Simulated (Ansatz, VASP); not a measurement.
## Cross-check of Mo between VASP and Ansatz

Wanted: the spread between two codes on one cell, functional and k mesh. The cell is taken from a series of VASP runs on this material, whose earlier steps may have relaxed, scaled or displaced it; both programs get it as it stands.

Calculated with Ansatz 0.2.0; plane waves, with VASP 6.6.1 beside it; relaxation of cell and atoms at PBEsol.

### Step 1. Starting point

It takes space group Im-3m (No. 229, cubic). Conventional cell: a = 3.126 Å, b = 3.126 Å, c = 3.126 Å, α = 90.00°, β = 90.00°, γ = 90.00°. Nearest to Mo lie 8 Mo at 2.71 Å.

### Step 2. VASP: relaxation of cell and atoms, PBEsol

The relaxed volume is the usual yardstick between codes: its relative difference is about their pressure difference at one cell divided by the bulk modulus.

Lines of VASP's logs that name or quote its potential files are left out, and so is its time.

INCAR

```
SYSTEM = Mo
PREC = Accurate
ENCUT = 400
EDIFF = 1E-06
NELM = 100
ISMEAR = 1
SIGMA = 0.2
LREAL = .FALSE.
ALGO = Normal
GGA = PS
NBANDS = 13
LORBIT = 11
LWAVE = .FALSE.
LCHARG = .FALSE.
KPAR = 2
IBRION = 2
NSW = 60
ISIF = 3
EDIFFG = -0.01
```

POSCAR

```
Mo
1.0
   -1.5632452756      1.5632452756      1.5632452756
    1.5632452756     -1.5632452756      1.5632452756
    1.5632452756      1.5632452756     -1.5632452756
Mo
1
Direct
    0.0000000000      0.0000000000      0.0000000000
```

KPOINTS

```
Automatic mesh
0
Gamma
10 10 10
0 0 0
```

PAW data sets: Mo_sv (PBE family, release 64).

Command:

```console
mpirun -np 2 vasp_std
```

Numbers of over 12 decimals in the logs are rounded to 6 here.

The log of the run:

```text
[banner, memory and clock lines left out]
running    2 mpi-ranks, on    1 nodes
 distrk:  each k-point on    1 cores,    2 groups
 distr:  one band on    1 cores,    1 groups

 POSCAR found type information on POSCAR Mo
 POSCAR found :  1 types and       1 ions
|                                                                             |
|               ----> ADVICE to this user running VASP <----                  |
|                                                                             |
|     You enforced a specific xc type in the INCAR file but a different       |
|     [... a line on the potential file left out ...]
|     I HOPE YOU KNOW WHAT YOU ARE DOING!                                     |
|                                                                             |

 LDA part: xc-table for (Slater+PW92), standard interpolation
 POSCAR, INCAR and KPOINTS ok, starting setup
 FFT: planning ... GRIDC
 FFT: planning ... GRID_SOFT
 FFT: planning ... GRID
 WAVECAR not read
 entering main loop
       N       E                     dE             d eps       ncg     rms          rms(c)
DAV:   1     0.708676784177E+02    0.70868E+02   -0.69770E+03  1238   0.920E+02
DAV:   2    -0.116446886819E+02   -0.82512E+02   -0.78983E+02  1422   0.269E+02
DAV:   3    -0.125140014112E+02   -0.86931E+00   -0.86787E+00  1337   0.274E+01
DAV:   4    -0.125157795088E+02   -0.17781E-02   -0.17781E-02  1392   0.151E+00
DAV:   5    -0.125157886981E+02   -0.91892E-05   -0.91886E-05  1352   0.974E-02    0.167E+01
DAV:   6    -0.118529398395E+02    0.66285E+00   -0.78221E-01  1262   0.109E+01    0.451E+00
DAV:   7    -0.117664729150E+02    0.86467E-01   -0.13520E-01  1327   0.427E+00    0.885E-01
DAV:   8    -0.117610688865E+02    0.54040E-02   -0.40152E-03  1272   0.797E-01    0.155E-01
DAV:   9    -0.117610474874E+02    0.21399E-04   -0.87844E-05  1387   0.111E-01    0.694E-02
DAV:  10    -0.117610505619E+02   -0.30745E-05   -0.91708E-06  1267   0.357E-02    0.145E-03
DAV:  11    -0.117610507306E+02   -0.16870E-06   -0.95469E-08   666   0.346E-03
   1 F= -.11761051E+02 E0= -.11760774E+02  d E =-.117611E+02
 curvature:   0.00 expect dE= 0.000E+00 dE for cont linesearch  0.000E+00
 trial: gam= 0.00000 g(F)=  0.938E-62 g(S)=  0.133E-04 ort = 0.000E+00 (trialstep = 0.100E+01)
 search vector abs. value=  0.133E-04
 reached required accuracy - stopping structural energy minimisation
```

Parts of OUTCAR (step 2):

```text
ion  position               nearest neighbor table
   1  0.000  0.000  0.000-

  LATTYP: Found a body centered cubic cell.
 ALAT       =     3.1264905512

 Subroutine GETGRP returns: Found 48 space group operations
 (whereof 48 operations were pure point group operations)

The static configuration has the point symmetry O_h .

 Found     47 irreducible k-points:

   k-points           NKPTS =     47   k-points in BZ     NKDIM =     47   number of bands    NBANDS=     13

   dimension x,y,z NGX =    18 NGY =   18 NGZ =   18
   dimension x,y,z NGXF=    36 NGYF=   36 NGZF=   36

   ENCUT  =  400.0 eV  29.40 Ry    5.42 a.u.   4.42  4.42  4.42*2*pi/ulx,y,z

   NELECT =      14.0000    total number of electrons

 k-points in reciprocal lattice and weights: Automatic mesh
   0.00000000  0.00000000  0.00000000       0.001
   0.10000000  0.00000000  0.00000000       0.012
   0.20000000  0.00000000  0.00000000       0.012
   0.30000000  0.00000000  0.00000000       0.012
   0.40000000  0.00000000  0.00000000       0.012
   0.50000000  0.00000000  0.00000000       0.006
   0.10000000  0.10000000  0.00000000       0.024
   0.20000000  0.10000000  0.00000000       0.048
   0.30000000  0.10000000  0.00000000       0.048
[...]
0.50000000  0.50000000  0.40000000       0.012
   0.50000000  0.50000000  0.50000000       0.001

 average (electrostatic) potential at core
       1 -68.6224

 E-fermi :  12.9558

 k-point     1 :       0.0000    0.0000    0.0000
  band No.  band energies     occupation
    ...
      4     -21.5687      2.00000
      5       5.4742      2.00000
      6      11.4380      2.00000
      7      11.4380      2.00000
      8      11.4380      2.00000
      9      14.5354     -0.00000
     10      14.5354     -0.00000
     11      27.6742      0.00000
     12      27.6742      0.00000
     13      27.6742      0.00000

 k-point     2 :       0.1000    0.0000    0.0000
  band No.  band energies     occupation
    ...
      4     -21.5718      2.00000
      5       5.9192      2.00000
      6      11.1858      2.00000
      7      11.3827      2.00000
      8      11.8646      2.00000
      9      14.1999     -0.00000
     10      14.5433     -0.00000
     11      27.9903      0.00000
     12      28.4339      0.00000
     13      28.5331      0.00000

 k-point     3 :       0.2000    0.0000    0.0000
  band No.  band energies     occupation
    ...
      3     -21.7413      2.00000
      4     -21.5753      2.00000
      5       6.9920      2.00000
      6      10.5904      2.00000
      7      11.1778      2.00000
      8      13.0883      0.10784
      9      13.9096     -0.00000
     10      14.6171     -0.00000
     11      28.1881      0.00000
     12      29.6354      0.00000
    ...

  Total       -0.0095905     -0.0095905     -0.0095905      0.0000000      0.0000000     -0.0000000
  in kB       -1.0055688     -1.0055688     -1.0055688      0.0000000      0.0000000     -0.0000000
  external PRESSURE =      -1.0055688 kB  Pullay stress =       0.0000000 kB

  energy-cutoff  :      400.00
  volume of cell :       15.28
      direct lattice vectors                 reciprocal lattice vectors
    -1.563245276  1.563245276  1.563245276     0.000000000  0.319847440  0.319847440
     1.563245276 -1.563245276  1.563245276     0.319847440  0.000000000  0.319847440
     1.563245276  1.563245276 -1.563245276     0.319847440  0.319847440  0.000000000

 POSITION                                       TOTAL-FORCE (eV/Angst)
 -----------------------------------------------------------------------------------
      0.00000      0.00000      0.00000         0.000000      0.000000      0.000000
 -----------------------------------------------------------------------------------
    total drift:                                0.000000     -0.000000      0.000000

  FREE ENERGIE OF THE ION-ELECTRON SYSTEM (eV)
  ---------------------------------------------------
  free  energy   TOTEN  =       -11.7610507306 eV

  energy  without entropy=      -11.7602192440  energy(sigma->0) =      -11.76077357

 reached required accuracy - stopping structural energy minimisation

 total charge
# of ion       s       p       d       tot
------------------------------------------
    1        2.391   6.209   3.965  12.565

[... 3 further parts left out ...]
```

CONTCAR:

```
Mo
   1.00000000000000
    -1.5632452755999999    1.5632452755999999    1.5632452755999999
     1.5632452755999999   -1.5632452755999999    1.5632452755999999
     1.5632452755999999    1.5632452755999999   -1.5632452755999999
  Mo
     1
Direct
     0.0000000000000000    0.0000000000000000    0.0000000000000000
```

The PAW data sets were made with PBE, which is usual practice but a small mismatch for other functionals. The run keeps the 48 symmetry operations of its start, so it cannot find a distortion of lower symmetry.

### Step 3. Ansatz: relaxation of cell and atoms, PBEsol

Ansatz runs on its default PAW (the set named soft_2) files.

The same cell, functional, mesh and smearing now go to Ansatz, which takes its cutoff from its data sets.

input.yaml

```yaml
crystal:
  lattice:
    - [-1.5632452756, 1.5632452756, 1.5632452756]
    - [1.5632452756, -1.5632452756, 1.5632452756]
    - [1.5632452756, 1.5632452756, -1.5632452756]
  atoms:
    - { symbol: Mo, position: [0.0, 0.0, 0.0] }
hamiltonian:
  xc: pbesol
  pseudopotentials: { kind: paw }
kpoints:
  mp_grid: { grid: [10, 10, 10] }
scf:
  occupations: { method: methfessel_paxton, width: 0.2 }
relax:
  f_tol: 0.01
  max_steps: 60
  cell: { stress_tol: 0.05 }
output:
  forces: true
  stress: true
  write_density: true
  write_potential: true
  elf: true
  volumetric_format: npy
```

Command:

```console
ansatz run input.yaml --threads 4 --pin off --max-ram 9216MiB --backend cpu --events-out ev --progress --plain --runs-dir out
```

The log of the run:

```text
Engine: ansatz 0.2.0, aarch64-unknown-linux-gnu
Pseudopotentials: kind: paw
Pseudopotential: Mo, paw, valence charge 14, recommended cutoff 420 eV (normal), Mo.paw.azcp
Functional definition: PBEsol
  exchange = pbesol_x
  correlation = pbesol_c
Crystal: 1 atoms, lattice volume = 15.281 Å³
Basis set: ecut = 420 eV, 321 PW (Γ), exchange–correlation on 40×40×40 points (8 copies of the dense FFT grid, shifted against one another)
Bands: 11, of which v1, the nominal top of the filled ones, is band 7 counted from 1 (6 counted from 0)
Symmetry: 48 space group operations
Space group: Im-3m (ITA 229), of the structure as read, at distance tolerance 2.5e-5 Å
k-points: 47 of 1000
Non-local potential: Mo, projectors of the file, l = 0: 3, l = 1: 2, l = 2: 2, l = 3: 1
PAW form: soft (Blöchl's): semilocal exchange-correlation on the pseudo side does not see the compensation charge
PAW frozen core: Mo, regenerated for the run's functional, and the local potential with it (the file was generated under x = pbe(κ = 0.804, μ = 0.219515), c = pbe(β = 0.066725))
PAW one-centre angular grid: Mo, 590 points (default); XC on 64 Gauss nodes
Initial density: superposition of atomic densities (neutral atoms: chi_scale 0, normalization atom), corrected by the library's trained network
Initial wavefunctions: pseudopotential atomic-orbital guess
Functional: x = pbesol(κ = 0.804, μ = 0.123457), c = pbesol(β = 0.046)
SCF iter   1: F=—  HF=-4897.455422 eV  |F-HF|=—  |Δ(HF+E_count)|=         —  Δρ=5.90e-3  dr2=2.63e-3  ethr=1.77e-3  ⟨swp⟩=4.9  Hψ=2807  notcnv=0
preconditioner: auto → none  [metal: Δε(μ)=0.026 eV  Ē_g=8.542 eV  σ=0.200 eV  W_gap=0.11  n_scr=0 (ndim 8)  ℏωp=23.3 eV  f_vac=0.000  D(μ)=1.04/eV (n_scr^D=12)]
SCF iter   2: F=—  HF=-4897.454684 eV  |F-HF|=—  |Δ(HF+E_count)|=   7.37e-4  S|Δr|=    0.00e0  Δρ=2.40e-3  dr2=2.24e-4  ethr=1.88e-5  ⟨swp⟩=2.2  Hψ=1097  notcnv=0
SCF iter   3: F=—  HF=-4897.454690 eV  |F-HF|=—  |Δ(HF+E_count)|=   5.75e-6  S|Δr|=    0.00e0  Δρ=9.03e-4  dr2=3.05e-5  ethr=1.60e-6  ⟨swp⟩=1.0  Hψ=521  notcnv=0
SCF iter   4: F=—  HF=-4897.454693 eV  |F-HF|=—  |Δ(HF+E_count)|=   2.56e-6  S|Δr|=    0.00e0  Δρ=4.92e-5  dr2=1.44e-7  ethr=2.18e-7  ⟨swp⟩=1.0  Hψ=513  notcnv=0
SCF iter   5: F=-4897.454693 eV  HF=-4897.454693 eV  |F-HF|=1.96e-9  |Δ(HF+E_count)|=   3.60e-8  S|Δr|=    0.00e0  Δρ=7.52e-6  dr2=4.11e-9  ethr=7.14e-10  ⟨swp⟩=7.1  Hψ=2554  notcnv=0
SCF 1 converged in 5 iterations: F = -4897.454693 eV  dr2 = 4.11e-9
  greatest PAW one-centre occupation: 0.999 electrons in one spin orbital (limit 2), on the Mo atom at site 0 (counted from 0), in its partial waves of l = 0
relax step   1: F+E_penalty+E_count = -4897.45469281 eV  Δ(F+E_penalty+E_count) = +0.000e0 eV  max|allowed force component| = 0.000e0 eV/Å  Δτ_max = 0.0000 Å  P = +0.251 GPa  Ω = 15.281 Å³  (5 SCF iters, dr2 threshold 1.00e-7 eV, accepted)
[...]
relax step   2: F+E_penalty+E_count = -4897.45466241 eV  Δ(F+E_penalty+E_count) = +3.040e-5 eV  max|allowed force component| = 0.000e0 eV/Å  Δτ_max = 0.0000 Å  P = -0.443 GPa  Ω = 15.319 Å³  energy of the carried Pulay correction = -6.772e-6 eV  (3 SCF iters, dr2 threshold 1.00e-7 eV, rejected (line search))
[...]
relax step   3: F+E_penalty+E_count = -4897.45470122 eV  Δ(F+E_penalty+E_count) = -8.408e-6 eV  max|allowed force component| = 0.000e0 eV/Å  Δτ_max = 0.0000 Å  P = -0.001 GPa  Ω = 15.295 Å³  energy of the carried Pulay correction = -2.444e-6 eV  (5 SCF iters, accepted)
[...]
relax step   4: F+E_penalty+E_count = -4897.45470463 eV  Δ(F+E_penalty+E_count) = -3.405e-6 eV  max|allowed force component| = 0.000e0 eV/Å  Δτ_max = 0.0000 Å  P = -0.001 GPa  Ω = 15.295 Å³  stress off target by 1.38e-3 GPa  SCF on the basis re-selected at this cell (its energy is not comparable with the rows above)  (3 SCF iters)
basis re-selected at this cell: Δ(F+E_penalty+E_count) = -3.405e-6 eV, ΔP = -0.000 GPa vs the last step (what re-selecting the basis moved, of the pressure what is left beyond the Pulay correction that the steps carried, after the strain that the cell walked since its last selection, with what the two solves' SCF thresholds leave and, on support functions, any second-order correction that the steps lacked; it is no measure of the basis error at this ecutwfc). This SCF's stress stands 1.38e-3 GPa from its target on what of the cell is left free (relax.cell.stress_tol is 5.00e-2 GPa) and its largest allowed force component is 0.00e0 eV/Å (relax.f_tol is 1.00e-2 eV/Å): [rest of the remark cut]
SCF converged after 3 iterations
Stability not checked: this state was not tested for a lower state beside it, because cold or Methfessel-Paxton smearing, or corrected tetrahedra, fill the levels in a way that the test cannot read (fill_not_monotonic; see scf.lower_state_search)
Free energy (F): -4897.454705 eV
Harris-Foulkes:  -4897.454705 eV  (|F-HF|=1.82e-12)
Internal energy: -4897.453839 eV  (E = F + TS)
E sigma→0 (E₀):  -4897.454488 eV
Entropy (-TS):   -0.000866 eV (-0.866 meV/atom)
Fermi energy:    21.631807 eV
--- Per-component energies (eV) ---
  E_band       = -48.823704
  E_kinetic    = 441.828367
  E_local      = -769.763271  (includes V_loc(G=0)·N_el)
  E_nonlocal   = 144.708123
  E_hartree    = 254.296653
  E_xc         = -182.746838
  E_vxc        = -228.928415  (∫ρ·V_xc dr)
  E_paw        = -3143.891006  (= ΣΔE_a)
  E_vpaw       = -145.261874  (= ΣTr[D̂ρ^β])
  E_aug_tail   = 0.000041  (compensation charges beyond the density's cutoff)
  E_ewald      = -1642.095208
  E_core_change = 0.209299  (= ΣΔE_core)
  E_smearing   = -0.000866  (= −TS)
  E_closure    = 0.000000  (closes the sum)
  Σ components = -4897.454705   (vs F -4897.454705, Δ=0.00e0)
--- Forces (eV/Å), atoms counted from 1 ---
  atom   1  Mo    -0.00000000     0.00000000    -0.00000000
  max |Σ_I F_I| component: 6.27e-32 eV/Å
--- Stress (GPa, compression-positive) ---
       -0.001383      -0.000000       0.000000
       -0.000000      -0.001383       0.000000
        0.000000       0.000000      -0.001383
  P = ⅓ Tr σ = -0.0014 GPa (-0.014 kbar)
--- Band table (eV; the first three rows and the last of 47) ---
  k-point 0: bands = [... 3 lower, -12.8945, 14.1674, 20.1148, 20.1148, 20.1148, 23.2088, 23.2088, 36.2038]
  k-point 1: bands = [... 3 lower, -12.8957, 14.6110, 19.8646, 20.0613, 20.5417, 22.8761, 23.2183, 36.5157]
  k-point 2: bands = [... 3 lower, -12.8991, 15.6812, 19.2718, 19.8586, 21.7634, 22.5861, 23.2929, 36.7227]
  k-point 46: bands = [... 3 lower, -13.9323, 15.8839, 15.8839, 25.6590, 25.6590, 25.6590, 30.6899, 30.6899]
--- Relaxed structure (3 steps of the walk, 2 accepted, 1 SCFs on fresh bases) ---
  F+E_penalty+E_count = -4897.45470463 eV   max|allowed force component| = 0.000e0 eV/Å   (the final SCF, on the basis selected at the relaxed cell)
  cell:  # Å, volume = 15.2946 Å³
    - [-1.563722, 1.563722, 1.563722]
    - [1.563722, -1.563722, 1.563722]
    - [1.563722, 1.563722, -1.563722]
  atoms:
    - { symbol: Mo, position: [0.0, 0.0, 0.0] }
```

Run time: 1.1 s. Hardware: 4 threads of Arm Neoverse V1, shared host; peak memory 0.28 GiB; 2.5 s of CPU time.

### Step 4. Side by side

Known differences besides the potentials themselves: both relaxations stop at a tolerance, which leaves soft axes loose, and VASP keeps its plane-wave basis; the cutoff is 420 eV in Ansatz and 400 eV in VASP; Ansatz makes its cores anew for this functional, VASP keeps those of its PBE data sets; VASP leaves aspherical gradient terms in its spheres out (LASPH is not set), Ansatz keeps them; Ansatz adds a Pulay correction to the stress that steers its cell, VASP none. Total energies have different zeros and are not compared.

Compared:

| quantity | Ansatz | VASP | difference |
| --- | --- | --- | --- |
| volume (Å³) | 15.29 | 15.28 | +0.09 % |
| edge a after relaxation, in the typed setting (Å) | 2.708 | 2.708 | +0.03 % |

The walks stopped with 0.00 GPa left in Ansatz and -0.10 GPa in VASP; each walk ends within a tolerance, so the volume difference is uncertain by about these residues over the bulk modulus, most in soft cells.

### Step 5. Results

| Property | Result |
| --- | --- |
| difference in volume (relaxation of cell and atoms, PBEsol) | 0.091 % |

What this shows: The difference in volume is 0.091 % (relaxation of cell and atoms, PBEsol), within the 1.2 % picked in this series as the mark of a large difference, as far as the stopping tolerances let one tell. How closely two codes agree says nothing of how well the functional describes the real material.

[Lines on the potential files, build, host, timing and source positions are cut from VASP's logs without a mark.]

[Logs are printed without paths, hosts, clocks, repeated set-up lines and the standing remarks that a program may print on its own settings, such as how far it seeks lower states.]

[Hosts, paths, dates, database ids (printed as entryN), source tags and the programs' standing remarks are cut or masked in the printed files.]
